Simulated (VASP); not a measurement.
All values below come from MS2 meta-GGA, VASP's PBE PAW potentials (set 64) (plane waves; VASP 6.6.1).

A VASP calculation is set up with these files.

INCAR:
```
! general
SYSTEM =HfN
PREC   =Accurate
ENCUT  =520
LREAL  =.FALSE.
LASPH  =.TRUE.

! electronic loop
EDIFF  =1E-7   ! SCF stop (eV)
NELM   =100   ! most electronic steps
ALGO   =Normal   ! blocked Davidson
LMAXMIX=6   ! l cut-off of mixed one-centre charges
LMIXTAU=.TRUE.

! smearing
ISMEAR =1   ! Methfessel-Paxton
SIGMA  =0.1   ! width (eV)

! functional
METAGGA=MS2

! ions
ISIF   =2   ! forces and stress, cell fixed

! output
LWAVE  =.FALSE.
LCHARG =.FALSE.
```

**POSCAR**
```
HfN
1
    0.0000000000     2.2248998664     2.2248998664
    2.2248998664     0.0000000000     2.2248998664
    2.2248998664     2.2248998664     0.0000000000
Hf N
1 1
Direct
  0.0000000000   0.0000000000   0.0000000000
  0.5000000000   0.5000000000   0.5000000000
```

### KPOINTS
```
K-points
0
G
 14 14 14
```

POTCAR, in this order: Hf_pv N (PBE.64 set). Program: vasp_std.

Unless said otherwise, spin-orbit coupling is left out, though it shifts the bands of the heavy elements here.

Q: Predict the energy per atom (σ→0), pressure, band gap (on the k-mesh).

A: 
```
Quantity                                                     Value
------------------------  ----------------------------------------
energy per atom (σ→0)                               -3.730 eV/atom
band gap (on the k-mesh)  none (metal, semimetal or under 0.01 eV)
pressure                                                  9.48 GPa
```

OSZICAR:
```
...
DAV:  24    -0.745942158935E+01    0.16632E-04   -0.25326E-06  2360   0.222E-02    0.105E-02
DAV:  25    -0.745943754813E+01   -0.15959E-04   -0.10548E-06  2447   0.134E-02    0.210E-03
DAV:  26    -0.745943614042E+01    0.14077E-05   -0.14411E-07  2271   0.528E-03    0.939E-04
DAV:  27    -0.745943673604E+01   -0.59562E-06   -0.12542E-08  1207   0.156E-03    0.402E-04
DAV:  28    -0.745943597766E+01    0.75838E-06   -0.28954E-09  1201   0.700E-04    0.472E-04
DAV:  29    -0.745943644662E+01   -0.46896E-06   -0.81103E-10  1189   0.388E-04    0.139E-04
DAV:  30    -0.745943635818E+01    0.88445E-07   -0.15252E-10  1183   0.123E-04
   1 F= -.74594364E+01 E0= -.74593003E+01  d E =-.408050E-03
```

The compound is HfN in the rock salt structure. This cell is one point of a volume scan, at 0.97 of the reference volume. The electron count is odd and the run is not spin-polarised, which forces a metal.
